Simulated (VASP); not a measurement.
Level of theory: PBEsol GGA, VASP's PBE PAW potentials (set 64) (plane waves; VASP).

The input files of a VASP run:

File POSCAR:
```
Nb
1.0
 -1.6332446314   1.6332446314   1.6332446314
  1.6332446314  -1.6332446314   1.6332446314
  1.6332446314   1.6332446314  -1.6332446314
Nb
1
Cart
  0.0000000000   0.0000000000   0.0000000000
```

File KPOINTS:
```
Automatic mesh
0
G
 14 14 14
0 0 0
```

INCAR:
```
ALGO = Normal
EDIFF = 1E-8
EDIFFG = -0.001
ENCUT = 400
GGA = PS
IBRION = 1
ISIF = 2
ISMEAR = 1
LASPH = .TRUE.
LCHARG = .FALSE.
LMAXMIX = 4
LREAL = .FALSE.
LWAVE = .FALSE.
NELM = 100
NSW = 30
PREC = Accurate
SIGMA = 0.1
SYSTEM = Nb
```

POTCAR, in this order: Nb_sv (PBE.64 set). Program: vasp_std.

The resulting files:

### OUTCAR
```
 ion  position               nearest neighbor table
   1  0.000  0.000  0.000-
  LATTYP: Found a body centered cubic cell.
 ALAT       =     3.2664892628
 Subroutine PRICEL returns:
 Original cell was already a primitive cell.
 Subroutine GETGRP returns: Found 48 space group operations
The static configuration has the point symmetry O_h .
The dynamic configuration has the point symmetry O_h .
 Subroutine INISYM returns: Found 48 space group operations
 Subroutine IBZKPT returns following result:
 Found    104 irreducible k-points:

 Following reciprocal coordinates:
            Coordinates               Weight
  0.000000  0.000000  0.000000      1.000000
  0.071429  0.000000  0.000000     12.000000
  0.142857  0.000000  0.000000     12.000000
  0.214286  0.000000  0.000000     12.000000
  0.285714  0.000000  0.000000     12.000000
  0.357143  0.000000  0.000000     12.000000
  0.428571  0.000000  0.000000     12.000000
  0.500000  0.000000  0.000000      6.000000
  0.071429  0.071429  0.000000     24.000000
  0.142857  0.071429  0.000000     48.000000
  0.214286  0.071429  0.000000     48.000000
  0.285714  0.071429  0.000000     48.000000
  0.357143  0.071429 -0.000000     48.000000
  0.428571  0.071429  0.000000     48.000000
  0.142857  0.142857  0.000000     24.000000
  0.214286  0.142857 -0.000000     48.000000
  0.285714  0.142857  0.000000     48.000000
  0.357143  0.142857  0.000000     48.000000
  0.428571  0.142857 -0.000000     24.000000
  0.214286  0.214286  0.000000     24.000000
  0.285714  0.214286  0.000000     48.000000
  0.357143  0.214286  0.000000     48.000000
  0.285714  0.285714  0.000000     24.000000
  0.357143  0.285714 -0.000000     24.000000
  0.071429  0.071429  0.071429      8.000000
...
```

**OSZICAR**
```
       N       E                     dE             d eps       ncg     rms          rms(c)
DAV:   1     0.898323957983E+02    0.89832E+02   -0.65905E+03  2096   0.107E+03
DAV:   2    -0.775424074513E+01   -0.97587E+02   -0.95365E+02  2322   0.380E+02
DAV:   3    -0.112307397725E+02   -0.34765E+01   -0.33545E+01  2988   0.612E+01
DAV:   4    -0.114078799216E+02   -0.17714E+00   -0.17603E+00  2876   0.124E+01
DAV:   5    -0.114146355569E+02   -0.67556E-02   -0.67506E-02  3054   0.183E+00    0.802E+00
DAV:   6    -0.109928948969E+02    0.42174E+00   -0.80025E-01  3190   0.113E+01    0.284E+00
DAV:   7    -0.109397034272E+02    0.53191E-01   -0.23882E-01  3236   0.599E+00    0.912E-01
DAV:   8    -0.109429323435E+02   -0.32289E-02   -0.11135E-02  2370   0.156E+00    0.443E-02
DAV:   9    -0.109429575534E+02   -0.25210E-04   -0.67685E-04  3384   0.269E-01    0.272E-02
DAV:  10    -0.109429659512E+02   -0.83978E-05   -0.17126E-05  2426   0.536E-02    0.122E-02
DAV:  11    -0.109429602675E+02    0.56837E-05   -0.42960E-06  2508   0.351E-02    0.253E-03
DAV:  12    -0.109429603799E+02   -0.11248E-06   -0.11257E-07  3048   0.387E-03    0.447E-04
DAV:  13    -0.109429602309E+02    0.14903E-06   -0.19980E-08  1734   0.241E-03    0.180E-04
DAV:  14    -0.109429602392E+02   -0.82398E-08   -0.17856E-09  1220   0.372E-04
   1 F= -.10942960E+02 E0= -.10943056E+02  d E =-.109430E+02
```

File OUTCAR:
```
------------------------ aborting loop because EDIFF is reached ----------------------------------------
  FORCE on cell =-STRESS in cart. coord.  units (eV):
  Direction    XX          YY          ZZ          XY          YZ          ZX
  --------------------------------------------------------------------------------------
  Total       -0.0032389     -0.0032389     -0.0032389      0.0000000      0.0000000     -0.0000000
  in kB       -0.2977756     -0.2977756     -0.2977756      0.0000000      0.0000000     -0.0000000
  external PRESSURE =      -0.2977756 kB  Pullay stress =       0.0000000 kB
  volume of cell :       17.43
      direct lattice vectors                 reciprocal lattice vectors
    -1.633244631  1.633244631  1.633244631     0.000000000  0.306139075  0.306139075
     1.633244631 -1.633244631  1.633244631     0.306139075  0.000000000  0.306139075
     1.633244631  1.633244631 -1.633244631     0.306139075  0.306139075  0.000000000
 POSITION                                       TOTAL-FORCE (eV/Angst)
 -----------------------------------------------------------------------------------
      0.00000      0.00000      0.00000         0.000000     -0.000000     -0.000000
 -----------------------------------------------------------------------------------
    total drift:                                0.000000     -0.000000      0.000000
  FREE ENERGIE OF THE ION-ELECTRON SYSTEM (eV)
  ---------------------------------------------------
  free  energy   TOTEN  =       -10.9429602392 eV

  energy  without entropy=      -10.9432471224  energy(sigma->0) =      -10.94305587

 reached required accuracy - stopping structural energy minimisation
```
(Selected blocks of OUTCAR.)

The compound is Nb in the bcc structure. It was relaxed first. The start is the result of an earlier pass.
